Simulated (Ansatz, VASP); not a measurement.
## MgS (Niningerite) in two plane-wave programs

Wanted: the spread between two codes on one cell, functional and k mesh. The cell is taken from a series of runs on this material, whose earlier steps may have relaxed, scaled, displaced or heated it; both programs get it as it stands.

Main program and level: Ansatz 0.2.0; plane waves, with VASP 6.6.1 beside it; zone-centre phonons at LDA.

## (1) Starting point

It takes space group Fm-3m (No. 225, cubic). The conventional cell has a = 5.129 Å, b = 5.129 Å, c = 5.129 Å, α = 90.00°, β = 90.00°, γ = 90.00°. Nearest to Mg lie 6 S at 2.56 Å. Nearest to S lie 6 Mg at 2.56 Å. Farther neighbours and most contacts between anions are not listed.

## (2) Ansatz: zone-centre phonons, LDA

Ansatz runs on its default PAW (the set named soft_2) files.

Second derivatives magnify differences that forces hide, and they need a tight electronic threshold.

Contents of input.yaml:

```yaml
crystal:
  lattice:
    - [0.0, 2.5645181562, 2.5645181562]
    - [2.5645181562, 0.0, 2.5645181562]
    - [2.5645181562, 2.5645181562, 0.0]
  atoms:
    - { symbol: Mg, position: [0.0, 0.0, 0.0] }
    - { symbol: S, position: [0.5, 0.5, 0.5] }
kpoints:
  mp_grid: { grid: [8, 8, 8] }
hamiltonian:
  xc: lda
scf:
  occupations: { method: fixed }
output:
  eigenvalues: true
phonons:
  method: dfpt
  dielectric: true
  rigid_motions: translations
```

On the command line:

```sh
> ansatz run input.yaml --threads 4 --pin off --max-ram 9216MiB --backend cpu --events-out ev --progress --plain --runs-dir out
```

Numbers of over 12 decimals in the logs are rounded to 6 here.

The program printed:

```text
Engine: ansatz 0.2.0, aarch64-unknown-linux-gnu
Pseudopotentials: kind: paw
Pseudopotential: Mg, paw, valence charge 10, recommended cutoff 420 eV (normal), Mg.paw.azcp
Pseudopotential: S, paw, valence charge 6, recommended cutoff 420 eV (normal), S.paw.azcp
Functional definition: SPW92
  exchange = slater_x
  correlation = pw_c
Crystal: 2 atoms, lattice volume = 33.732 Å³
Basis set: ecut = 420 eV, 645 PW (Γ), exchange–correlation on 50×50×50 points (8 copies of the dense FFT grid, shifted against one another)
Bands: 12, of which v1, the nominal top of the filled ones, is band 8 counted from 1 (7 counted from 0)
Symmetry: 48 space group operations
k-points: 59 of 512 (irreducible under 8 space group operations, time reversal used)
Non-local potential: Mg, projectors of the file, l = 0: 3, l = 1: 2, l = 2: 1
Non-local potential: S, projectors of the file, l = 0: 2, l = 1: 2, l = 2: 2
PAW form: soft (Blöchl's): semilocal exchange-correlation on the pseudo side does not see the compensation charge
PAW frozen core: Mg, regenerated for the run's functional, and the local potential with it (the file was generated under x = pbe(κ = 0.804, μ = 0.219515), c = pbe(β = 0.066725))
PAW frozen core: S, regenerated for the run's functional, and the local potential with it (the file was generated under x = pbe(κ = 0.804, μ = 0.219515), c = pbe(β = 0.066725))
PAW one-centre angular grid: Mg, 110 points (default); XC on 64 Gauss nodes
PAW one-centre angular grid: S, 110 points (default); XC on 64 Gauss nodes
Initial density: superposition of atomic densities (neutral atoms: chi_scale 0, normalization atom), corrected by the library's trained network
Initial wavefunctions: pseudopotential atomic-orbital guess
Functional: x = slater, c = lda
SCF iter   1: F=—  HF=-2774.185236 eV  |F-HF|=—  |Δ(HF+E_count)|=         —  Δρ=6.83e-3  dr2=8.76e-3  ethr=1.77e-3  ⟨swp⟩=5.2  Hψ=3811  notcnv=0  defer=101
preconditioner: auto → none  [insulator: Δε(μ)=2.602 eV  Ē_g=11.830 eV  n_scr=8 (ndim 8)  ℏωp=18.1 eV  f_vac=0.000  ε∞_Penn≈3.3]
SCF iter   2: F=—  HF=-2774.179255 eV  |F-HF|=—  |Δ(HF+E_count)|=   5.98e-3  Δρ=2.75e-3  dr2=1.41e-3  ethr=5.48e-5  ⟨swp⟩=2.6  Hψ=1726  notcnv=0  defer=111
SCF iter   3: F=—  HF=-2774.178578 eV  |F-HF|=—  |Δ(HF+E_count)|=   6.77e-4  Δρ=3.82e-4  dr2=2.89e-5  ethr=8.82e-6  ⟨swp⟩=2.0  Hψ=1305  notcnv=0  defer=111
SCF iter   4: F=—  HF=-2774.178571 eV  |F-HF|=—  |Δ(HF+E_count)|=   6.99e-6  Δρ=1.71e-4  dr2=1.60e-5  ethr=1.80e-7  ⟨swp⟩=2.0  Hψ=944  notcnv=0  defer=8
SCF iter   5: F=—  HF=-2774.178565 eV  |F-HF|=—  |Δ(HF+E_count)|=   6.08e-6  Δρ=5.46e-5  dr2=1.49e-6  ethr=1.00e-7  ⟨swp⟩=2.0  Hψ=854  notcnv=0
SCF iter   6: F=—  HF=-2774.178564 eV  |F-HF|=—  |Δ(HF+E_count)|=   8.49e-7  Δρ=6.73e-6  dr2=1.58e-8  ethr=9.29e-9  ⟨swp⟩=2.0  Hψ=930  notcnv=0
SCF iter   7: F=—  HF=-2774.178564 eV  |F-HF|=—  |Δ(HF+E_count)|=   5.91e-9  Δρ=8.74e-7  dr2=1.95e-10  ethr=9.89e-11  ⟨swp⟩=2.2  Hψ=949  notcnv=0
SCF iter   8: F=-2774.178564 eV  HF=-2774.178564 eV  |F-HF|=4.55e-13  |Δ(HF+E_count)|=  1.08e-10  Δρ=2.43e-8  dr2=6.84e-14  ethr=1.00e-12  ⟨swp⟩=7.0  Hψ=3659  notcnv=0
SCF 1 converged in 8 iterations: F = -2774.178564 eV  dr2 = 6.84e-14
  greatest PAW one-centre occupation: 1.000 electrons in one spin orbital (limit 2), on the Mg atom at site 0 (counted from 0), in its partial waves of l = 0
DFPT response loops at Γ: preconditioner auto → none (the input reference at scf.mixing.eps_inf says where Resta's filter doesn't serve); β = 0.50; Broyden in place of MSR1
── the response to a field inside a basis, on 8×8×8 k-points: an SCF that follows is theirs, and a resumed run solves both again ──
Bands: 9, of which v1, the nominal top of the filled ones, is band 8 counted from 1 (7 counted from 0)
k-points: 60 of 512 (irreducible under 12 space group operations)
Initial density: handed on by an earlier stage of this run
Initial wavefunctions: pseudopotential atomic-orbital guess (no wavefunctions were taken with the density)
Eigensolver: Dense (60 Hₖ)
SCF iter   1: F=—  HF=-2774.177981 eV  |F-HF|=—  |Δ(HF+E_count)|=         —  Δρ=1.20e-4  dr2=7.68e-7  ethr=1.00e-1
preconditioner: auto → none  [insulator: Δε(μ)=2.861 eV  Ē_g=9.488 eV  n_scr=8 (ndim 8)  ℏωp=18.1 eV  f_vac=0.000  ε∞_Penn≈4.6]
SCF iter   2: F=—  HF=-2774.177981 eV  |F-HF|=—  |Δ(HF+E_count)|=   4.83e-7  Δρ=6.12e-5  dr2=1.66e-7  ethr=4.80e-9
SCF iter   3: F=-2774.177981 eV  HF=-2774.177981 eV  |F-HF|=8.22e-9  |Δ(HF+E_count)|=   1.85e-7  Δρ=7.70e-6  dr2=1.49e-8  ethr=1.04e-9
SCF 1 converged in 3 iterations: F = -2774.177981 eV  dr2 = 1.49e-8
DFPT response loops at Γ: mixed as the last ones told, above
SCF converged after 8 iterations
Free energy (F): -2774.178564 eV
Harris-Foulkes:  -2774.178564 eV  (|F-HF|=4.55e-13)
Internal energy: -2774.178564 eV  (E = F + TS)
E sigma→0 (E₀):  -2774.178564 eV
Fermi energy:    6.698096 eV
--- Per-component energies (eV) ---
  E_band       = -325.770054
  E_kinetic    = 186.779277
  E_local      = -1645.100528  (includes V_loc(G=0)·N_el)
  E_nonlocal   = 125.284919
  E_hartree    = 584.806771
  E_xc         = -127.121344
  E_vxc        = -127.862469  (∫ρ·V_xc dr)
  E_paw        = -840.278933  (= ΣΔE_a)
  E_vpaw       = -34.484809  (= ΣTr[D̂ρ^β])
  E_aug_tail   = 0.000004  (compensation charges beyond the density's cutoff)
  E_ewald      = -1058.852407
  E_core_change = 0.303677  (= ΣΔE_core)
  E_smearing   = -0.000000  (= −TS)
  E_closure    = 0.000000  (closes the sum)
  Σ components = -2774.178564   (vs F -2774.178564, Δ=0.00e0)
--- Band table (eV; the first three rows and the last of 59) ---
  k-point 0: bands = [... 4 lower, -6.2083, 6.6981, 6.6981, 6.6981, 10.5246, 14.4632, 14.4632, 14.4632]
  k-point 1: bands = [... 4 lower, -6.0435, 5.5929, 6.5865, 6.5865, 11.3228, 14.1872, 14.7285, 14.7285]
  k-point 2: bands = [... 4 lower, -5.5946, 3.7321, 6.3450, 6.3450, 11.6211, 14.3785, 14.3785, 15.0716]
  k-point 58: bands = [... 4 lower, -4.2973, 3.2389, 3.2389, 4.1623, 11.9363, 14.5694, 14.5694, 14.7130]
--- Phonons (Γ-DFPT): 2 representative perturbations + reference, on 59 of 512 k-points (Σ response iterations 6) ---
  k mesh reduced under 8 symmetry operations, with k and −k counted as one. Each operation leaves every solved perturbation unchanged. A smaller set is not considered because the run solves the response to a homogeneous field
  ASR residual: 2.812e-5 → 0.000e0 eV/Å²; symmetrization residual: 9.752e-7 eV/Å²
  ASR residual per site (eV/Å²): 2.81e-5 8.14e-7
  Γ frequencies (cm⁻¹): 0.00 0.00 0.00 251.91 251.91 251.91
  ε∞ (high-frequency dielectric tensor):
        5.585987    -0.000000    -0.000000
       -0.000000     5.585987     0.000000
       -0.000000     0.000000     5.585987
  ε⁰ (static dielectric tensor: ions relaxed, cell fixed):
       14.341520    -0.000000     0.000000
       -0.000000    14.341520    -0.000000
        0.000000    -0.000000    14.341520
  ε⁰ − ε∞ (ionic part):
        8.755533    -0.000000     0.000000
       -0.000000     8.755533    -0.000000
        0.000000    -0.000000     8.755533
  softest optical mode at Γ: 251.91 cm⁻¹; the repairs (sum rule, projections) moved no ω² at Γ by more than (0.62 cm⁻¹)²
  Born effective charges Z* (e; rows j = field, columns β = displacement):
    site 0:
         2.29468   -0.00000    0.00000
        -0.00000    2.29468    0.00000
         0.00000   -0.00000    2.29468
    site 1:
        -2.29468    0.00000   -0.00000
         0.00000   -2.29468   -0.00000
        -0.00000    0.00000   -2.29468
  Z* charge neutrality: 6.677e-5 e pre-enforcement
  solved inside a basis spanned on kpoints, on 8×8×8 k-points, its susceptibility summed on 12×12×12: ε∞ is read to err by 1.4e-2, Z* by 1.1e-2 e (field_mesh: kpoints solves on kpoints); Z* is corrected for what the basis lacks
  optical modes at Γ without the LO–TO term, one row a degenerate level:
      ω (cm⁻¹)  modes    IR ((D/Å)²/amu)
        251.91      3            26.3621
  optical modes at Γ + LO–TO along q̂ = [1.0000, 0.0000, 0.0000]:
      ω (cm⁻¹)  modes    IR ((D/Å)²/amu)
        251.91      2            17.5747
        403.64      1             8.7874
  optical modes at Γ + LO–TO along q̂ = [0.0000, 1.0000, 0.0000]:
      ω (cm⁻¹)  modes    IR ((D/Å)²/amu)
        251.91      2            17.5747
        403.64      1             8.7874
  optical modes at Γ + LO–TO along q̂ = [0.0000, 0.0000, 1.0000]:
      ω (cm⁻¹)  modes    IR ((D/Å)²/amu)
        251.91      2            17.5747
        403.64      1             8.7874
```

(Continued in part 2 of 2.)

[Lines on the potential files, build, host, timing and source positions are cut from VASP's logs without a mark.]

[Logs are printed without paths, hosts, clocks, repeated set-up lines and the standing remarks that a program may print on its own settings, such as how far it seeks lower states.]

[Hosts, paths, dates, database ids (printed as entryN), source tags and the programs' standing remarks are cut or masked in the printed files.]
